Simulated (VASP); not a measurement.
Energy against volume of BaF$_{2}$ (fluorite). Calculation: PBEsol GGA, VASP's PBE PAW potentials (set 64) (plane waves; VASP). Settings: 520 eV cut-off, 6×6×6 Γ-centred mesh, Gaussian smearing of 0.050 eV, potentials Ba_sv F.

| V (Å³/atom) | E (eV/atom) |
|---|---|
| 19.045 | -5.87593 |
| 19.634 | -5.88056 |
| 20.223 | -5.87838 |
| 20.812 | -5.87044 |

Problem. Fit these four points and predict the energy of the run at 18.456 Å³/atom.

Solution. A cubic in V^(−2/3), the third-order Birch-Murnaghan form, passes through the four points with V0 = 19.72 Å³/atom and B0 = 60 GPa, and gives -5.8632 eV/atom there. The run gave -5.8631 eV/atom, +0.2 meV/atom from the fit; all five points give B0 = 61 GPa.

The compound is BaF2 in the fluorite structure. It was relaxed first.
